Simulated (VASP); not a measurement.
These are revPBE GGA, VASP's PBE PAW potentials (set 64) (plane waves; VASP) values and carry that method's errors.

A VASP calculation is set up with these files.

INCAR:
```
ALGO  =  Normal
EDIFF  =  1E-6
EDIFFG  =  -0.01
ENCUT  =  520
GGA  =  RE
IBRION  =  2
ISIF  =  3
ISMEAR  =  0
LASPH  =  .TRUE.
LCHARG  =  .FALSE.
LREAL  =  .FALSE.
LWAVE  =  .FALSE.
NELM  =  100
NSW  =  60
PREC  =  Accurate
SIGMA  =  0.05
SYSTEM  =  KF
```

KPOINTS:
```
Automatic mesh
0
Gamma
8 8 8
0 0 0
```

POSCAR:
```
KF
1
    0.0000000000     2.7678477026     2.7678477026
    2.7678477026    -0.0000000000     2.7678477026
    2.7678477026     2.7678477026     0.0000000000
K F
1 1
Direct
  0.0000000000   0.0000000000   0.0000000000
  0.5000000000   0.5000000000   0.5000000000
```

POTCAR, in this order: K_sv F (PBE.64 set). Program: vasp_std.

Predict the energy per atom (σ→0), volume per atom, band gap (on the k-mesh).

```
Property                           Value
------------------------  --------------
energy per atom (σ→0)     -3.961 eV/atom
band gap (on the k-mesh)         5.91 eV
volume per atom           21.37 Å^3/atom
```

OSZICAR:
```
...
   2 F= -.79210928E+01 E0= -.79210928E+01  d E =-.188872E-03
       N       E                     dE             d eps       ncg     rms          rms(c)
DAV:   1    -0.792301843896E+01   -0.19250E-02   -0.36993E-02   772   0.219E+00    0.329E-01
DAV:   2    -0.792137299600E+01    0.16454E-02   -0.71891E-03   804   0.817E-01    0.837E-02
DAV:   3    -0.792119764908E+01    0.17535E-03   -0.31450E-04  1028   0.194E-01    0.520E-02
DAV:   4    -0.792116435185E+01    0.33297E-04   -0.12814E-04  1232   0.896E-02    0.410E-02
DAV:   5    -0.792116447246E+01   -0.12061E-06   -0.64593E-06  1172   0.204E-02
   3 F= -.79211645E+01 E0= -.79211645E+01  d E =-.260527E-03
```

The compound is KF in the rock salt structure. This run relaxes it. Symmetry was kept, so distortions that lower it aren't found. The start is the result of an earlier pass.
